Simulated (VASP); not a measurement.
The system is KNi.

```
K Ni
1.0
     0.00000    3.11793    3.11793
     3.11793    0.00000    3.11793
     3.11793    3.11793    0.00000
K Ni
1 1
Direct
  0.75000 0.75000 0.75000
  0.00000 0.00000 0.00000
```

The cell was built by a generator and needn't be a form met in nature.

| Quantity | Value |
| --- | --- |
| Program | VASP 6.6.1 |
| Task | relaxation of cell and atoms |
| Functional | PBE |
| Potentials or basis | VASP PAW PBE potentials, release 54 (K_sv, Ni) |
| Cutoff | 600 eV |
| k mesh | 5 × 5 × 5 |
| Occupations | fermi-dirac, width 0.05 eV |
| Spin | collinear spin, ferromagnetic start |
| Starting moments | [0.0, 1.0] μB |

At the start: pressure 6.1 GPa; volume 30.31 Å³/atom.

Task: How do energy, volume and symmetry change on relaxing?

Result: Over 3 steps the energy falls by 297.0 meV/atom and the volume is 55.62 Å³/atom (+83.5 %); space group F-43m (No. 216, to 0.05 Å); moment 0.07 μB per cell.

Step by step:
```tsv
step	energy change (eV)	largest force (eV/Å)	pressure (GPa)	volume (Å³)
1	0.0000	0.0000	6.14	60.62
2	-0.3432	0.0000	4.12	71.40
3	-0.5939	0.0000	0.02	111.23
```

Final structure:
```yaml
crystal:
  lattice:
    - [0.00000, 3.81709, 3.81709]
    - [3.81709, 0.00000, 3.81709]
    - [3.81709, 3.81709, 0.00000]
  atoms:
    - { symbol: K, position: [0.75000, 0.75000, 0.75000] }
    - { symbol: Ni, position: [0.00000, 0.00000, 0.00000] }
```

Caveat: the volume moved by over 15 % at a fixed basis, so the end points are rough.
